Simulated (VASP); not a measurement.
Input:

```xyz
2
Lattice="0.0000 2.7512 2.7512 2.7512 0.0000 2.7512 2.7512 2.7512 0.0000" Properties=species:S:1:pos:R:3 pbc="T T T"
Na     0.0000     0.0000     0.0000
Cl     2.7512     2.7512     2.7512
```

Calculation: rev-vdW-DF2, VASP's PBE PAW potentials (set 64) (plane waves; VASP). Run with 520 eV cut-off, 8×8×8 Γ-centred mesh, Gaussian smearing of 0.050 eV, potentials Na_pv Cl.

Task: Give the stress tensor in GPa (positive for a compressed cell).

Result: 
```
1.83  0.00  0.00
0.00  1.83  0.00
0.00  0.00  1.83
```
The pressure is its mean diagonal, 1.83 GPa.

The compound is NaCl in the rock salt structure. This cell is one point of a volume scan, at 0.94 of the reference volume.
